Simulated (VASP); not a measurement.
An input for Quantum ESPRESSO's pw.x (written as the equivalent of a VASP run, and not itself run):

```
&CONTROL
  calculation = 'vc-relax'
  pseudo_dir = './pseudo'
  outdir = './out'
  tprnfor = .true.
  tstress = .true.
  nstep = 40
  forc_conv_thr = 0.00078
/
&SYSTEM
  ibrav = 0
  nat = 2
  ntyp = 2
  ecutwfc = 80
  occupations = 'smearing'
  smearing = 'gaussian'
  degauss = 0.003675
  input_dft = 'pbe'
/
&ELECTRONS
  conv_thr = 7.3e-08
  electron_maxstep = 100
/
&IONS
/
&CELL
  press = 450
/
ATOMIC_SPECIES
  Ga 69.723 Ga.upf
  P 30.974 P.upf
CELL_PARAMETERS angstrom
     0.0000000    2.5456462    2.5456462
     2.5456462    0.0000000    2.5456462
     2.5456462    2.5456462    0.0000000
ATOMIC_POSITIONS crystal
  Ga   0.0000000  0.0000000  0.0000000
  P    0.2500000  0.2500000  0.2500000
K_POINTS automatic
  9 9 9 0 0 0
```

**Question.** Write the VASP files for the same calculation (PBE).

**Answer.** This is not unique; one that fits is 
### KPOINTS
```
kpoints
0
Gamma
  9 9 9
0 0 0
```

**POSCAR**
```
GaP
1.0
  0.0000000000   2.5456462245   2.5456462245
  2.5456462245   0.0000000000   2.5456462245
  2.5456462245   2.5456462245   0.0000000000
Ga P
1 1
Cart
  0.0000000000   0.0000000000   0.0000000000
  1.2728231122   1.2728231122   1.2728231122
```

### INCAR
```
SYSTEM = GaP
PREC = Accurate
ENCUT = 500
EDIFF = 1E-6
NELM = 100
ALGO = Normal
LREAL = .FALSE.
LASPH = .TRUE.
ISMEAR = 0
SIGMA = 0.05
GGA = PE
LMAXMIX = 4
LWAVE = .FALSE.
LCHARG = .FALSE.
IBRION = 2
ISIF = 3
NSW = 40
EDIFFG = -0.02
PSTRESS = 450
```

POTCAR, in this order: Ga_d P (PBE.64 set). Program: vasp_std.

Limits of the translation: the potentials are each code's own (VASP's PAW set, PseudoDojo norm-conserving files in pw.x), so ENCUT and ecutwfc are chosen apart and not converted; conv_thr bounds pw.x's estimated SCF error, while EDIFF bounds the energy change between steps; forc_conv_thr acts on force components and is met together with etot_conv_thr.

The compound is GaP in the zinc blende structure. This run relaxes it under an external pressure of 45 GPa. Symmetry was kept, so distortions that lower it aren't found.
